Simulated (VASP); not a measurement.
Energy against volume of GaN (zinc blende). Level of theory: PW91 GGA, VASP's PBE PAW potentials (set 64) (plane waves; VASP 6.6.1). Run with 520 eV cut-off, 10×10×10 Γ-centred mesh, Gaussian smearing of 0.050 eV, potentials Ga_d N.

```json
[
 {"V (Å³/atom)": "11.062", "E (eV/atom)": "-6.09640"},
 {"V (Å³/atom)": "11.415", "E (eV/atom)": "-6.11579"},
 {"V (Å³/atom)": "11.768", "E (eV/atom)": "-6.12177"},
 {"V (Å³/atom)": "12.121", "E (eV/atom)": "-6.11635"}
]
```

### Question
Fit these four points and predict the energy of the run at 12.474 Å³/atom.

### Answer
A cubic in V^(−2/3), the third-order Birch-Murnaghan form, passes through the four points with V0 = 11.77 Å³/atom and B0 = 172 GPa, and gives -6.1012 eV/atom there. The run gave -6.1013 eV/atom, -0.0 meV/atom from the fit; all five points give B0 = 172 GPa.

The compound is GaN in the zinc blende structure, a metastable form; wurtzite is the usual one. It was relaxed first.
